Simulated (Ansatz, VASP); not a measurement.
**Au (Gold) in two plane-wave programs**

Aim: how closely do two programs agree when they are given the same cell, functional and k mesh? The cell is taken from a series of runs on this material, whose earlier steps may have relaxed, scaled, displaced or heated it; both programs get it as it stands.

Calculated with Ansatz 0.2.0; plane waves, with VASP 6.6.1 beside it; elastic constants at PBE.

## Step 1: The starting structure

Symmetry: Fm-3m, No. 225, cubic system. The conventional cell has a = 4.158 Å, b = 4.158 Å, c = 4.158 Å, α = 90.00°, β = 90.00°, γ = 90.00°. Nearest to Au lie 12 Au at 2.94 Å.

## Step 2: Ansatz: elastic constants, PBE

Ansatz runs on its default PAW (the set named soft_2) files.

Elastic constants are differences of stresses under small strains, so they test the stress and the mesh.

Input file input.yaml:

```yaml
crystal:
  lattice:
    - [0.0, 2.0791445886, 2.0791445886]
    - [2.0791445886, 0.0, 2.0791445886]
    - [2.0791445886, 2.0791445886, 0.0]
  atoms:
    - { symbol: Au, position: [0.0, 0.0, 0.0] }
kpoints:
  mp_grid: { grid: [22, 22, 22] }
hamiltonian:
  xc: pbe
scf:
  occupations: { method: fermi_dirac, width: 0.15 }
output:
  forces: true
  stress: true
  eigenvalues: true
elastic:
  mode: relaxed_ion
  amplitude: 0.01
```

The run is started by

```bash
> ansatz run input.yaml --threads 4 --pin off --max-ram 14336MiB --backend cpu --events-out ev --progress --plain --runs-dir out
```

Numbers of over 12 decimals in the logs are rounded to 6 here.

What it wrote:

```text
Engine: ansatz 0.2.0, x86_64-unknown-linux-gnu
Pseudopotentials: kind: paw
Pseudopotential: Au, paw, valence charge 19, recommended cutoff 420 eV (normal), Au.paw.azcp
Functional definition: PBE
  parameter kappa = 0.804
  parameter beta = 0.066725
  exchange = pbe_x(kappa = kappa, mu = beta*pi^2/3)
  correlation = pbe_c(beta = beta)
Crystal: 1 atoms, lattice volume = 17.976 Å³
Basis set: ecut = 420 eV, 339 PW (Γ), exchange–correlation on 40×40×40 points (8 copies of the dense FFT grid, shifted against one another)
Bands: 14, of which v1, the nominal top of the filled ones, is band 10 counted from 1 (9 counted from 0)
Symmetry: 48 space group operations
Space group: Fm-3m (ITA 225), of the structure as read, at distance tolerance 2.6e-5 Å
k-points: 328 of 10648
Non-local potential: Au, projectors of the file, l = 0: 3, l = 1: 2, l = 2: 2, l = 3: 1
PAW form: soft (Blöchl's): semilocal exchange-correlation on the pseudo side does not see the compensation charge
PAW one-centre angular grid: Au, 590 points (default); XC on 64 Gauss nodes
Initial density: superposition of atomic densities (neutral atoms: chi_scale 0, normalization atom), corrected by the library's trained network
Initial wavefunctions: pseudopotential atomic-orbital guess
Functional: x = pbe(κ = 0.804, μ = 0.219515), c = pbe(β = 0.066725)
SCF iter   1: F=—  HF=-13149.338265 eV  |F-HF|=—  |Δ(HF+E_count)|=         —  Δρ=1.46e-3  dr2=6.25e-5  ethr=1.77e-3  ⟨swp⟩=4.6  Hψ=22495  notcnv=0
preconditioner: auto → none  [metal: Δε(μ)=0.088 eV  Ē_g=15.497 eV  σ=0.150 eV  W_gap=0.15  n_scr=8 (ndim 8)  ℏωp=29.0 eV  f_vac=0.000  D(μ)=0.28/eV (n_scr^D=0)  sad-step TF]
SCF iter   2: F=—  HF=-13149.338652 eV  |F-HF|=—  |Δ(HF+E_count)|=   3.87e-4  Δρ=8.21e-4  dr2=2.24e-5  ethr=3.29e-7  ⟨swp⟩=2.3  Hψ=10394  notcnv=0
SCF iter   3: F=—  HF=-13149.338741 eV  |F-HF|=—  |Δ(HF+E_count)|=   8.91e-5  Δρ=6.15e-5  dr2=4.32e-7  ethr=1.18e-7  ⟨swp⟩=2.0  Hψ=6424  notcnv=0
SCF iter   4: F=—  HF=-13149.338738 eV  |F-HF|=—  |Δ(HF+E_count)|=   2.77e-6  Δρ=3.25e-5  dr2=1.44e-7  ethr=2.27e-9  ⟨swp⟩=2.7  Hψ=7803  notcnv=0
SCF iter   5: F=—  HF=-13149.338738 eV  |F-HF|=—  |Δ(HF+E_count)|=   1.11e-8  Δρ=1.37e-5  dr2=2.41e-8  ethr=7.59e-10  ⟨swp⟩=1.6  Hψ=5671  notcnv=0
SCF iter   6: F=—  HF=-13149.338738 eV  |F-HF|=—  |Δ(HF+E_count)|=   2.56e-9  Δρ=2.92e-6  dr2=8.11e-10  ethr=1.27e-10  ⟨swp⟩=2.7  Hψ=6924  notcnv=0
SCF iter   7: F=—  HF=-13149.338738 eV  |F-HF|=—  |Δ(HF+E_count)|=  1.64e-11  Δρ=4.08e-7  dr2=1.03e-11  ethr=4.27e-12  ⟨swp⟩=2.5  Hψ=7339  notcnv=0
SCF iter   8: F=-13149.338738 eV  HF=-13149.338738 eV  |F-HF|=3.64e-12  |Δ(HF+E_count)|=  1.09e-11  Δρ=2.96e-8  dr2=4.25e-14  ethr=1.00e-12  ⟨swp⟩=3.2  Hψ=18381  notcnv=0
SCF 1 converged in 8 iterations: F = -13149.338738 eV  dr2 = 4.25e-14
  greatest PAW one-centre occupation: 1.000 electrons in one spin orbital (limit 2), on the Au atom at site 0 (counted from 0), in its partial waves of l = 0
Crystal: 1 atoms, lattice volume = 17.616 Å³
Basis set: ecut = 420 eV, 331 PW (Γ), exchange–correlation on 40×40×40 points (8 copies of the dense FFT grid, shifted against one another)
Symmetry: 16 space group operations
k-points: 834 of 10648
Initial density: handed on by an earlier stage of this run
Initial wavefunctions: those handed on with the density
iter 1 solved again at ethr=3.97e-6 eV; its pass at ethr=3.10e-3 eV (dr2=7.54e-4 eV) is discarded
SCF iter   1: F=—  HF=-13149.335215 eV  |F-HF|=—  |Δ(HF+E_count)|=         —  Δρ=1.86e-3  dr2=4.51e-4  ethr=3.97e-6  ⟨swp⟩=2.1  Hψ=85827  notcnv=0  defer=7
preconditioner: auto → none  [metal: Δε(μ)=0.013 eV  Ē_g=15.702 eV  σ=0.150 eV  W_gap=0.02  n_scr=8 (ndim 8)  ℏωp=29.3 eV  f_vac=0.000  D(μ)=0.28/eV (n_scr^D=0)]
[...]
SCF 2 converged in 7 iterations: F = -13149.335093 eV  dr2 = 3.40e-14
Crystal: 1 atoms, lattice volume = 18.335 Å³
[...]
Symmetry: 8 space group operations
k-points: 1530 of 10648
[...]
preconditioner: auto → none  [metal: Δε(μ)=0.021 eV  Ē_g=15.501 eV  σ=0.150 eV  W_gap=0.03  n_scr=8 (ndim 8)  ℏωp=29.0 eV  f_vac=0.000  D(μ)=0.28/eV (n_scr^D=0)]
[...]
SCF 6 converged in 8 iterations: F = -13149.338103 eV  dr2 = 3.54e-16
[...]
preconditioner: auto → none  [metal: Δε(μ)=0.026 eV  Ē_g=15.501 eV  σ=0.150 eV  W_gap=0.04  n_scr=8 (ndim 8)  ℏωp=29.0 eV  f_vac=0.000  D(μ)=0.28/eV (n_scr^D=0)]
[...]
SCF 7 converged in 6 iterations: F = -13149.338103 eV  dr2 = 4.19e-14
Crystal: 1 atoms, lattice volume = 17.975 Å³
SCF iter   1: F=—  HF=-13149.338579 eV  |F-HF|=—  |Δ(HF+E_count)|=         —  Δρ=1.73e-5  dr2=2.96e-9  ethr=1.00e-12  ⟨swp⟩=9.3  Hψ=171525  notcnv=0
preconditioner: auto → none  [metal: Δε(μ)=0.019 eV  Ē_g=15.503 eV  σ=0.150 eV  W_gap=0.03  n_scr=8 (ndim 8)  ℏωp=29.0 eV  f_vac=0.000  D(μ)=0.28/eV (n_scr^D=0)]
SCF iter   2: F=—  HF=-13149.338579 eV  |F-HF|=—  |Δ(HF+E_count)|=   1.43e-7  Δρ=8.50e-6  dr2=4.46e-10  ethr=1.00e-12  ⟨swp⟩=2.0  Hψ=46743  notcnv=0
SCF iter   3: F=—  HF=-13149.338579 eV  |F-HF|=—  |Δ(HF+E_count)|=   4.70e-8  Δρ=1.24e-6  dr2=7.48e-12  ethr=1.00e-12  ⟨swp⟩=2.7  Hψ=35231  notcnv=0
SCF iter   4: F=—  HF=-13149.338579 eV  |F-HF|=—  |Δ(HF+E_count)|=   1.04e-9  Δρ=1.23e-7  dr2=2.32e-12  ethr=3.94e-14 (applied; sched 1.00e-12)  ⟨swp⟩=2.1  Hψ=29907  notcnv=0  defer=9
SCF iter   5: F=-13149.338579 eV  HF=-13149.338579 eV  |F-HF|=1.82e-12  |Δ(HF+E_count)|=  5.46e-12  Δρ=6.02e-9  dr2=1.97e-15  ethr=1.00e-12  ⟨swp⟩=3.0  Hψ=74408  notcnv=0
SCF 8 converged in 5 iterations: F = -13149.338579 eV  dr2 = 1.97e-15
SCF iter   1: F=—  HF=-13149.338579 eV  |F-HF|=—  |Δ(HF+E_count)|=         —  Δρ=1.73e-5  dr2=2.97e-9  ethr=1.00e-12  ⟨swp⟩=9.4  Hψ=172054  notcnv=0
SCF iter   2: F=—  HF=-13149.338579 eV  |F-HF|=—  |Δ(HF+E_count)|=   1.43e-7  Δρ=8.50e-6  dr2=4.46e-10  ethr=1.00e-12  ⟨swp⟩=2.0  Hψ=46737  notcnv=0
SCF iter   3: F=—  HF=-13149.338579 eV  |F-HF|=—  |Δ(HF+E_count)|=   4.70e-8  Δρ=1.24e-6  dr2=7.55e-12  ethr=1.00e-12  ⟨swp⟩=2.7  Hψ=35215  notcnv=0
SCF iter   4: F=—  HF=-13149.338579 eV  |F-HF|=—  |Δ(HF+E_count)|=   1.05e-9  Δρ=1.26e-7  dr2=2.42e-12  ethr=3.97e-14 (applied; sched 1.00e-12)  ⟨swp⟩=2.1  Hψ=29918  notcnv=0  defer=9
SCF iter   5: F=-13149.338579 eV  HF=-13149.338579 eV  |F-HF|=0.00e0  |Δ(HF+E_count)|=  3.64e-12  Δρ=6.02e-9  dr2=1.97e-15  ethr=1.00e-12  ⟨swp⟩=3.0  Hψ=74495  notcnv=0
SCF 9 converged in 5 iterations: F = -13149.338579 eV  dr2 = 1.97e-15
SCF converged after 8 iterations
Free energy (F): -13149.338738 eV
Harris-Foulkes:  -13149.338738 eV  (|F-HF|=3.64e-12)
Internal energy: -13149.317749 eV  (E = F + TS)
E sigma→0 (E₀):  -13149.328244 eV
Entropy (-TS):   -0.020990 eV (-20.990 meV/atom)
Fermi energy:    19.218827 eV
--- Per-component energies (eV) ---
  E_band       = -229.805988
  E_kinetic    = 604.093857
  E_local      = -1783.307416  (includes V_loc(G=0)·N_el)
  E_nonlocal   = 74.374359
  E_hartree    = 755.688770
  E_xc         = -227.655819
  E_vxc        = -274.750984  (∫ρ·V_xc dr)
  E_paw        = -9706.747758  (= ΣΔE_a)
  E_vpaw       = -361.594723  (= ΣTr[D̂ρ^β])
  E_aug_tail   = 0.001385  (compensation charges beyond the density's cutoff)
  E_ewald      = -2865.765127
  E_smearing   = -0.020990  (= −TS)
  E_closure    = 0.000000  (closes the sum)
  Σ components = -13149.338738   (vs F -13149.338738, Δ=0.00e0)
--- Forces (eV/Å), atoms counted from 1 ---
  atom   1  Au    -0.00000000    -0.00000000     0.00000000
  max |Σ_I F_I| component: 6.98e-32 eV/Å
--- Stress (GPa, compression-positive) ---
        0.000104       0.000000      -0.000000
       -0.000000       0.000104       0.000000
        0.000000       0.000000       0.000104
  P = ⅓ Tr σ = 0.0001 GPa (0.001 kbar)
--- Band table (eV; the first three rows and the last of 328) ---
  k-point 0: bands = [... 6 lower, 14.7906, 14.7906, 16.1738, 16.1738, 33.7376, 37.4336, 37.4336, 37.4336]
  k-point 1: bands = [... 6 lower, 14.8140, 14.8140, 16.1633, 16.1633, 33.8137, 36.9378, 37.5087, 37.5087]
  k-point 2: bands = [... 6 lower, 14.8783, 14.8783, 16.1385, 16.1385, 34.0004, 35.8241, 37.7237, 37.7237]
  k-point 327: bands = [... 6 lower, 14.6490, 16.0851, 17.5671, 23.6689, 24.7855, 25.8733, 28.3159, 40.7754]
--- Elastic constants: 2 strain directions × 4 members + reference (group order 48) ---
  dense FFT box of the reference and of every strained cell: 20×20×20
  strains applied: 11, 23; error gains: componentwise 1.00 (the most a stress slope's error grows in a printed constant), spectral 1.73 (1 for all six strains in a standard setting)
  C = ∂σ_k/∂η_j (tension-positive GPa; Voigt order 11 22 33 23 13 12):
       155.220    131.623    131.623      0.000      0.000      0.000
       131.623    155.220    131.623     -0.000     -0.000     -0.000
       131.623    131.623    155.220      0.000      0.000     -0.000
         0.000     -0.000     -0.000     28.591      0.000     -0.000
         0.000     -0.000      0.000     -0.000     28.591      0.000
         0.000     -0.000      0.000     -0.000     -0.000     28.591
  reference stress σ⁰ (GPa):     -0.000     -0.000     -0.000     -0.000      0.000      0.000
  C* (energy form; C + prestress term) asymmetry max|C*_kj − C*_jk| = 8.527e-14 GPa — a small one proves nothing (zero by symmetry where the batch's group is 432, −43m or m−3m); a large one is finite-difference/SCF noise where every solve meets its electron count
  moduli (Voigt/Reuss/Hill, GPa): K = 139.49/139.49/139.49   G = 21.87/18.22/20.05   E = 57.39   ν = 0.431
  mechanically stable: yes (min eigenvalue of sym C = 23.60 GPa)
  strain η (Voigt 11):  stress-route row diagonal C_11 = 155.22 GPa, energy-path curvature d²(F+E_count+ΔE)/dδ²/Ω₀ = 155.25 GPa
    cells at ±δ against ±2δ: C31 131.74 and 132.10 GPa, apart by 0.23 % of the column's largest entry
         δ    σ_11 (GPa)             F (eV)   n_scf  n_hpsi   n_pw
    -2.000e-2      -3.3225      -13149.3350930       7  229666    356   relax 0 steps, max|allowed force component| 0.00e0 eV/Å
    -1.000e-2      -1.6061      -13149.3378472       4  189560    360   relax 0 steps, max|allowed force component| 0.00e0 eV/Å
     1.000e-2       1.4998      -13149.3378887       6  240658    368   relax 0 steps, max|allowed force component| 0.00e0 eV/Å
     2.000e-2       2.8981      -13149.3354128       7  207588    372   relax 0 steps, max|allowed force component| 0.00e0 eV/Å
  strain η (Voigt 23):  stress-route row diagonal C_44 = 28.59 GPa, energy-path curvature d²(F+E_count+ΔE)/dδ²/Ω₀ = 28.59 GPa
    cells at ±δ against ±2δ: C44 28.46 and 28.05 GPa, apart by 1.42 % of the column's largest entry
         δ    σ_23 (GPa)             F (eV)   n_scf  n_hpsi   n_pw
    -2.000e-2      -0.5610      -13149.3381031       8  433022    363   relax 0 steps, max|allowed force component| 0.00e0 eV/Å
    -1.000e-2      -0.2846      -13149.3385793       5  376779    364   relax 0 steps, max|allowed force component| 0.00e0 eV/Å
     1.000e-2       0.2846      -13149.3385793       5  376174    364   relax 0 steps, max|allowed force component| 0.00e0 eV/Å
     2.000e-2       0.5610      -13149.3381031       6  355011    363   relax 0 steps, max|allowed force component| 0.00e0 eV/Å
```

In the SCF lines HF is the Harris–Foulkes energy and dr2 the Hartree energy of the density residual, in eV; the loop may stop once dr2 is under the threshold and the program's other checks hold. Hψ counts applications of the Hamiltonian.

(Continued in part 2 of 2.)

[Lines on the potential files, build, host, timing and source positions are cut from VASP's logs without a mark.]

[Logs are printed without paths, hosts, clocks, repeated set-up lines and the standing remarks that a program may print on its own settings, such as how far it seeks lower states.]

[Hosts, paths, dates, database ids (printed as entryN), source tags and the programs' standing remarks are cut or masked in the printed files.]
